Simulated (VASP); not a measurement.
Here is the system:

```
CELL_PARAMETERS angstrom
      1.81690    -3.22513     0.00000
      1.81690     3.22513     0.00000
      0.00000     0.00000     4.97277
ATOMIC_POSITIONS crystal
  Pt 0.00000 0.00000 0.00000
  Se 0.33333 0.66667 0.25500
  Se 0.68770 0.35436 0.74500
```
Cell charge +0.5.

These are PBE GGA, VASP's PBE PAW potentials (set 64) (plane waves; VASP 6.6.1) values and carry that method's errors. Settings: NELECT = 21.5, 400 eV cut-off, 6×6×4 Γ-centred mesh, Gaussian smearing of 0.050 eV, potentials Pt Se.

The cell is charged, with a uniform compensating background. Unless said otherwise, spin-orbit coupling is left out, though it shifts the bands of the heavy elements here.

Q: Estimate the energy per atom (σ→0), pressure, largest force, band gap (on the k-mesh) with the smallest direct gap where there is one.

A: 
| Quantity | Value |
|---|---|
| band gap (on the k-mesh) | none (metal, semimetal or under 0.01 eV) |
| energy per atom (σ→0) | -5775 meV/atom |
| pressure | -7.57 GPa |
| largest force | 0.01950 Ha/bohr |

The absolute energy has meaning only against runs of the same code, potentials and settings.

The compound is PtSe2 in the 1T layered structure. The cell was not relaxed at this level, atoms are displaced from their ideal sites. The k-mesh is coarse (spacing up to 0.33 per Å, 2π included), so the numbers may not be converged in it. The run is one of a series of settings (NELECT = 21.5 against the base run), some of them coarse on purpose.
